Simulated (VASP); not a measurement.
Runs of VASP 6.6.1 on Si3N4. The structure is cubic, space group Fd-3m (No. 227). The conventional cell has a = 7.787 Å, b = 7.787 Å, c = 7.787 Å, α = 90.00°, β = 90.00°, γ = 90.00°. Si (site symmetry -3m) is surrounded by 6 N at 1.89 Å. Si (site symmetry -43m) has 4 N at 1.79 Å as nearest neighbours. N (site symmetry 3m) is surrounded by 4 Si at 1.79 to 1.89 Å. The cell is a database's computed one.

```tsv
level	potentials or basis	gap on the mesh (eV)	pressure (GPa)	relaxed volume (Å³/atom)
PBE	VASP PAW PBE potentials, release 64 (Si, N)	3.34	0.0	8.43
LDA	VASP PAW LDA potentials, release 64 (Si, N)	3.34	0.1	8.14
r2SCAN	VASP PAW PBE potentials, release 64 (Si, N)	4.03	0.1	8.25
PBEsol	VASP PAW PBE potentials, release 64 (Si, N)	(a)	0.1	8.29
PBE+D3(BJ)	VASP PAW PBE potentials, release 64 (Si, N)	(b)	0.1	8.25
```

Alike in all rows: task relaxation of cell and atoms; no spin polarisation; cell relaxed; k mesh 6 × 6 × 6; cutoff (eV) 600; smearing gaussian 0.03 eV.

Estimate the missing entries.

(a) 3.28; (b) 3.42.

Caveats: the PAW data sets were made with another functional, which shifts forces and pressure a little (some runs).

A k mesh can miss the band edges.

Not every run made on this cell is shown here.
